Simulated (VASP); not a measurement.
Here is the system:

```
HfGe2
1.0
   -2.72754     2.72754     3.82713
    2.72754    -2.72754     3.82713
    2.72754     2.72754    -3.82713
Ge Hf
4 2
Direct
  0.18060   0.68060   0.86119
  0.31940   0.18060   0.50000
  0.68060   0.81940   0.50000
  0.81940   0.31940   0.13881
  0.75000   0.75000   0.00000
  0.25000   0.25000   0.00000
```

All values below come from PBEsol GGA with spin-orbit coupling, VASP's PBE PAW potentials (set 64) (plane waves; VASP). Numerical set-up: 400 eV cut-off, 7×7×7 Γ-centred mesh, Gaussian smearing of 0.050 eV, potentials Ge_d Hf_pv.

Question: Give the energies of bands 71 to 84 at the high-symmetry points, in eV from the Fermi level.

Answer: 
```
band      Γ      X      M      Z      P      N
----  -----  -----  -----  -----  -----  -----
71    -1.75  -1.19  -1.98  -1.46  -1.26  -1.46
72    -1.75  -1.19  -1.98  -1.46  -1.26  -1.46
73    -1.31   0.10  -1.47  -1.38  -0.99  -1.22
74    -1.31   0.10  -1.47  -1.38  -0.99  -1.22
75    -0.93   0.28  -1.38  -1.31  -0.99  -1.22
76    -0.93   0.28  -1.38  -1.31  -0.99  -1.22
77    -0.91   0.43   1.64   1.04   0.37   1.63
78    -0.91   0.43   1.64   1.04   0.37   1.63
79     1.05   0.69   2.15   1.72   0.37   1.63
80     1.05   0.69   2.15   1.72   0.37   1.63
81     1.49   1.40   2.41   2.49   0.93   2.28
82     1.49   1.40   2.41   2.49   0.93   2.28
83     1.60   1.79   2.60   2.87   0.93   2.28
84     1.60   1.79   2.60   2.87   0.93   2.28
```

It has no gap at this level: it comes out as a metal or semimetal.

The structure was generated: HfGe2 was put into the Al2Cu type (I4/mcm), which need not be its known phase. It was relaxed first, which changed the volume by -32 %.
